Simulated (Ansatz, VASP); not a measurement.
# Cross-check of TiSeS between VASP and Ansatz, part 2 of 2

Aim: how closely do two programs agree when they are given the same cell, functional and k mesh? Of the first pair: The structure shown is the start of the Ansatz relaxation below; VASP solves that cell, so the two are compared at the walk's first step.

VASP 6.6.1 and Ansatz 0.2.0.

So far: Set-up; Ansatz: relaxation, PBEsol; VASP: single point, PBEsol, start cell, pair 1; Comparison.

### 6. VASP: single point, PBEsol, relaxed cell, pair 2

Level of this step: PBEsol, no spin polarisation; plane waves and PAW (Ti_sv, S, Se) (VASP).

The same cell, functional, mesh and smearing now go to VASP, with its own data sets.

INCAR reads:

```
SYSTEM = TiSeS
PREC = Accurate
ENCUT = 400
EDIFF = 1E-06
NELM = 120
ISMEAR = 1
SIGMA = 0.15
LREAL = .FALSE.
ALGO = Normal
GGA = PS
NBANDS = 18
LASPH = .TRUE.
LORBIT = 11
LWAVE = .FALSE.
LCHARG = .FALSE.
ISIF = 2
LDIPOL = .TRUE.
IDIPOL = 3
DIPOL = 0.5 0.5 0.332
LVHAR = .TRUE.
GGA_COMPAT = .FALSE.
NELMDL = -8
KPAR = 2
```

POSCAR reads:

```
TiSeS
1.0
    3.4100483429      0.0000000000      0.0000000000
   -1.7050241714      2.9531884931      0.0000000000
    0.0000000000      0.0000000000     30.0000000000
Ti S Se
1 1 1
Direct
    0.0000000000      0.0000000000      0.3353172443
    0.3333333333      0.6666666667      0.3801414236
    0.6666666667      0.3333333333      0.2812079988
```

KPOINTS reads:

```
Automatic mesh
0
Gamma
18 18 1
0 0 0
```

PAW data sets: Ti_sv, S and Se (PBE family, release 64).

Started as:

```sh
> mpirun -np 2 vasp_std
```

Numbers of over 12 decimals in the logs are rounded to 6 here.

Output:

```text
[banner, memory and clock lines left out]
running    2 mpi-ranks, on    1 nodes
[...]
[... a notice as in an earlier step ...]

 LDA part: xc-table for (Slater+PW92), standard interpolation
 POSCAR, INCAR and KPOINTS ok, starting setup
[...]
entering main loop
       N       E                     dE             d eps       ncg     rms          rms(c)
DAV:   1     0.159652013493E+03    0.15965E+03   -0.97612E+03  1644   0.832E+02
DAV:   2     0.528753378913E+00   -0.15912E+03   -0.15542E+03  1790   0.232E+02
DAV:   3    -0.225431415847E+02   -0.23072E+02   -0.22983E+02  2338   0.813E+01
DAV:   4    -0.234649189444E+02   -0.92178E+00   -0.92006E+00  1808   0.156E+01
[...]
DAV:  27    -0.202439603753E+02   -0.44871E-05   -0.23862E-07  1172   0.286E-03    0.548E-04
DAV:  28    -0.202439619024E+02   -0.15271E-05   -0.40810E-08  1108   0.114E-03    0.373E-04
DAV:  29    -0.202439628985E+02   -0.99613E-06   -0.32182E-08  1018   0.756E-04
   1 F= -.20243963E+02 E0= -.20244042E+02  d E =0.237667E-03
```

From OUTCAR (step 6):

```text
  Total       -0.0326605     -0.0326605     -0.0079685     -0.0000000      0.0000000     -0.0000000
  in kB       -0.1732052     -0.1732052     -0.0422587     -0.0000000      0.0000000     -0.0000000
  external PRESSURE =      -0.1295564 kB  Pullay stress =       0.0000000 kB

 POSITION                                       TOTAL-FORCE (eV/Angst)
 -----------------------------------------------------------------------------------
      0.00000      0.00000     10.05952         0.000000     -0.000000      0.004689
     -0.00000      1.96879     11.40424        -0.000000      0.000000      0.026526
      1.70502      0.98440      8.43624        -0.000000     -0.000000     -0.031215
 -----------------------------------------------------------------------------------
    total drift:                                0.000000     -0.000000      0.000324

  FREE ENERGIE OF THE ION-ELECTRON SYSTEM (eV)
  ---------------------------------------------------
  free  energy   TOTEN  =       -20.2439628985 eV

  energy  without entropy=      -20.2442005650  energy(sigma->0) =      -20.24404212

[... 3 further parts left out ...]
[key lines of the parts left out:]
E-fermi :  -3.2969
```

The run ends at a pressure of -0.01 GPa, with forces up to 0.031 eV/Å.

### 7. Comparison

What differs besides the data sets and the points named for the pairs above, as far as they apply: the data sets hold 34 valence electrons in Ansatz (on its default PAW (the set named soft_2) files) and 24 in VASP. Total energies have different zeros and are not compared.

At this near-relaxed geometry the largest component of a force difference is 31 meV/Å. With vacuum in the cell, a pressure given here is an average over mostly empty space and none of the material.

### 8. Ansatz: relaxation, PBEsol

The two programs are compared at the cell with which this relaxation starts, whose forces are those of its first step. This pair takes another cell of the material, with 6 atoms against 3 for the pair before.

The structure compared here is the start of the Ansatz relaxation; VASP solves that cell, so the two are compared at the walk's first step.

input.yaml reads:

```yaml
crystal:
  lattice:
    - [3.4100483429, 0.0, 0.0]
    - [0.0, 5.9063769861, 0.0]
    - [0.0, 0.0, 30.0]
  atoms:
    - { symbol: Ti, position: [0.011730039, 0.0, 0.3353172443] }
    - { symbol: Ti, position: [0.488269961, 0.5, 0.3353172443] }
    - { symbol: S, position: [0.0025663404, 0.3333333333, 0.3801414236] }
    - { symbol: S, position: [0.4974336596, 0.8333333333, 0.3801414236] }
    - { symbol: Se, position: [0.4940224845, 0.1666666667, 0.2812079988] }
    - { symbol: Se, position: [0.0059775155, 0.6666666667, 0.2812079988] }
  periodic: [true, true, false]
kpoints:
  mp_grid: { grid: [10, 6, 1] }
hamiltonian:
  xc: pbesol
scf:
  occupations: { method: methfessel_paxton, width: 0.15 }
output:
  forces: true
  stress: true
  eigenvalues: true
  write_density: true
  write_potential: true
  elf: true
  volumetric_format: npy
relax:
  adjacent_minimum: "off"
  f_tol: 0.002
  max_steps: 120
  cell: { stress_2d_tol: 0.005 }
```

Started as:

```sh
> ansatz run input.yaml --threads 8 --pin off --max-ram 14336MiB --backend cpu --events-out ev --progress --plain --runs-dir out
```

Output:

```text
[...]
Crystal: 6 atoms, lattice volume = 604.231 Å³
Basis set: ecut = 420 eV, 11829 PW (Γ), exchange–correlation on 48×80×432 points (8 copies of the dense FFT grid, shifted against one another)
Bands: 41, of which v1, the nominal top of the filled ones, is band 34 counted from 1 (33 counted from 0)
Symmetry: 2 space group operations
[...]
k-points: 24 of 60 (time reversal used)
[...]
cell:  # Å, volume = 605.3429 Å³
    - [3.409247, 0.0, 0.0]
    - [0.0, 5.918637, 0]
    - [0.0, 0, 30.0]
  atoms:
    - { symbol: Ti, position: [0.00886032, 0.000310195, 0.335306] }
    - { symbol: Ti, position: [0.491140, 0.500310, 0.335306] }
    - { symbol: S, position: [0.00124608, 0.332726, 0.380094] }
    - { symbol: S, position: [0.498754, 0.832726, 0.380094] }
    - { symbol: Se, position: [0.495251, 0.166964, 0.281267] }
    - { symbol: Se, position: [0.00474892, 0.666964, 0.281267] }
[key lines of the parts left out:]
SCF converged after 8 iterations
Free energy (F): -17573.389310 eV
Fermi energy:    -5.453428 eV
P = ½ c Tr σ = 0.0002 N/m
```

### 9. VASP: single point, PBEsol, start cell, pair 3

The same cell, functional, mesh and smearing now go to VASP, with its own data sets.

Changes to INCAR since step 6:

```diff
@@ -10,3 +10,3 @@
 GGA = PS
-NBANDS = 18
+NBANDS = 30
 LASPH = .TRUE.
```

POSCAR reads:

```
TiSeS
1.0
    3.4100480000      0.0000000000      0.0000000000
    0.0000000000      5.9063770000      0.0000000000
    0.0000000000      0.0000000000     30.0000000000
Ti S Se
2 2 2
Direct
    0.0117300402      0.0000000000      0.3353172333
    0.4882699598      0.4999999153      0.3353172333
    0.0025662395      0.3333332769      0.3801414333
    0.4974337605      0.8333333616      0.3801414333
    0.4940226648      0.1666666384      0.2812080000
    0.0059776285      0.6666667231      0.2812080000
```

KPOINTS reads:

```
Automatic mesh
0
Gamma
10 6 1
0 0 0
```

Started as:

```sh
> mpirun -np 2 vasp_std
```

Output:

```text
[banner, memory and clock lines left out]
running    2 mpi-ranks, on    1 nodes
[...]
[... a notice as in an earlier step ...]

 LDA part: xc-table for (Slater+PW92), standard interpolation
 POSCAR, INCAR and KPOINTS ok, starting setup
[...]
entering main loop
       N       E                     dE             d eps       ncg     rms          rms(c)
DAV:   1     0.397471605311E+03    0.39747E+03   -0.18469E+04  1800   0.101E+03
DAV:   2     0.173183663629E+02   -0.38015E+03   -0.37179E+03  2030   0.290E+02
DAV:   3    -0.409621301503E+02   -0.58280E+02   -0.57561E+02  2102   0.109E+02
DAV:   4    -0.465731582497E+02   -0.56110E+01   -0.55923E+01  2154   0.322E+01
[...]
DAV:  29    -0.404924461740E+02   -0.26728E-05   -0.87364E-08   816   0.774E-04    0.149E-04
DAV:  30    -0.404924474217E+02   -0.12477E-05   -0.37601E-08   720   0.679E-04    0.274E-04
DAV:  31    -0.404924476581E+02   -0.23646E-06   -0.11263E-08   720   0.583E-04
   1 F= -.40492448E+02 E0= -.40493686E+02  d E =0.371543E-02
```

From OUTCAR (step 9):

```text
  Total       -0.0336675      0.1491075      0.0142226      0.0000000     -0.1111256      0.0000000
  in kB       -0.0892726      0.3953732      0.0377125      0.0000000     -0.2946604      0.0000000
  external PRESSURE =       0.1146044 kB  Pullay stress =       0.0000000 kB

 POSITION                                       TOTAL-FORCE (eV/Angst)
 -----------------------------------------------------------------------------------
      0.04000      0.00000     10.05952        -0.034342      0.018944     -0.014141
      1.66502      2.95319     10.05952         0.034342      0.018944     -0.014141
      0.00875      1.96879     11.40424        -0.035350     -0.029088      0.041937
      1.69627      4.92198     11.40424         0.035350     -0.029088      0.041937
      1.68464      0.98440      8.43624         0.008142      0.010144     -0.027796
      0.02038      3.93758      8.43624        -0.008142      0.010144     -0.027796
 -----------------------------------------------------------------------------------
    total drift:                               -0.000068     -0.000640      0.000573

  FREE ENERGIE OF THE ION-ELECTRON SYSTEM (eV)
  ---------------------------------------------------
  free  energy   TOTEN  =       -40.4924476581 eV

  energy  without entropy=      -40.4961630924  energy(sigma->0) =      -40.49368614

[... 3 further parts left out ...]
[key lines of the parts left out:]
E-fermi :  -3.3262
```

The run ends at a pressure of 0.01 GPa, with forces up to 0.062 eV/Å.

### 10. Differences

What differs besides the data sets and the points named for the pairs above, as far as they apply: the data sets hold 68 valence electrons in Ansatz (on its default PAW (the set named soft_2) files) and 48 in VASP. Total energies have different zeros and are not compared.

Forces (eV/Å; atoms numbered as in POSCAR):

| atom | Ansatz x, y, z | VASP x, y, z |
| --- | --- | --- |
| Ti1 | -0.031, 0.019, -0.019 | -0.034, 0.019, -0.014 |
| Ti2 | 0.031, 0.019, -0.019 | 0.034, 0.019, -0.014 |
| S3 | -0.035, -0.029, 0.016 | -0.035, -0.029, 0.042 |
| S4 | 0.035, -0.029, 0.016 | 0.035, -0.029, 0.042 |
| Se5 | 0.006, 0.010, 0.003 | 0.008, 0.010, -0.028 |
| Se6 | -0.006, 0.010, 0.003 | -0.008, 0.010, -0.028 |

The forces differ by 13 meV/Å r.m.s., which is 49.9 % of the r.m.s. force of 0.027 eV/Å (both taken over all components). With vacuum in the cell, a pressure given here is an average over mostly empty space and none of the material.

### 11. Results

```json
{"r.m.s. force difference (single point, PBEsol, start cell, pair 1)": "14 meV/Å", "r.m.s. force difference (single point, PBEsol, relaxed cell, pair 2)": "14 meV/Å", "r.m.s. force difference (single point, PBEsol, start cell, pair 3)": "13 meV/Å"}
```

The r.m.s. force difference is 14 meV/Å (single point, PBEsol, relaxed cell, pair 2), beyond the 12 meV/Å picked in this series as the mark of a large difference. The data sets hold unlike numbers of valence electrons (34 in Ansatz and 24 in VASP and 68 in Ansatz and 48 in VASP), so part of the differences comes from the potentials. What causes the difference of the single point, PBEsol, start cell, pair 1 pair stays open here. What causes the difference of the single point, PBEsol, relaxed cell, pair 2 pair stays open here. What causes the difference of the single point, PBEsol, start cell, pair 3 pair stays open here. 3 further runs of this series are not shown here. Such differences can come from data sets, numerical settings and the points named under the comparisons, not from the functional's error against experiment.

[Lines on the potential files, build, host, timing and source positions are cut from VASP's logs without a mark.]

[Logs are printed without paths, hosts, clocks, repeated set-up lines and the standing remarks that a program may print on its own settings, such as how far it seeks lower states.]

[Hosts, paths, dates, database ids (printed as entryN), source tags and the programs' standing remarks are cut or masked in the printed files.]
